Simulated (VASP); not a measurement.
Data:

```
CELL_PARAMETERS angstrom
      1.57121    -2.72142     0.00000
      1.57121     2.72142     0.00000
      0.00000     0.00000     3.56527
ATOMIC_POSITIONS crystal
  Mg 0.00000 0.00000 0.00000
  B  0.33333 0.66667 0.50000
  B  0.66667 0.33333 0.50000
```

All values below come from TPSS meta-GGA, VASP's PBE PAW potentials (set 64) (plane waves; VASP 6.6.1). Run with 520 eV cut-off, 11×11×9 Γ-centred mesh, first-order Methfessel-Paxton smearing of 0.10 eV, potentials Mg B.

### Question
The ions and cell shape at fixed volume are relaxed. Which structure does the run end with?

### Answer

```
CELL_PARAMETERS angstrom
      1.55862    -2.69962     0.00000
      1.55862     2.69962     0.00000
      0.00000     0.00000     3.62309
ATOMIC_POSITIONS crystal
  Mg 0.00000 0.00000 0.00000
  B  0.33333 0.66667 0.50000
  B  0.66667 0.33333 0.50000
```
Space group P6/mmm (191), at a tolerance of 0.03 Å.

### Question
How much energy does the relaxation gain?

### Answer
The energy (σ→0) changes by -4.0 meV/atom, in 3 ionic steps.

The compound is MgB2 in the AlB2 type structure. This cell is one point of a volume scan, at 1.06 of the reference volume. Symmetry was kept, so distortions that lower it aren't found.
